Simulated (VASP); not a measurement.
Here is the system:

```xyz
3
Lattice="0.0000 3.0024 3.0024 3.0024 0.0000 3.0024 3.0024 3.0024 0.0000" Properties=species:S:1:pos:R:3 pbc="T T T"
Ba     0.0000     0.0000     0.0000
F      1.5012     1.5012     1.5012
F      4.5036     4.5036     4.5036
```

These are PBE GGA, VASP's PBE PAW potentials (set 64) (plane waves; VASP) values and carry that method's errors. Numerical set-up: 600 eV cut-off, 6×6×6 Γ-centred mesh, Gaussian smearing of 0.050 eV, potentials Ba_sv F.

### Question
Estimate the energy per atom (σ→0), pressure.

### Answer

```yaml
energy per atom (σ→0): -5.635 eV/atom
pressure: 10.05 GPa
```

Only differences to runs with the same potentials and settings are physical.

The compound is BaF2 in the fluorite structure. It was relaxed first under an external pressure of 10 GPa.
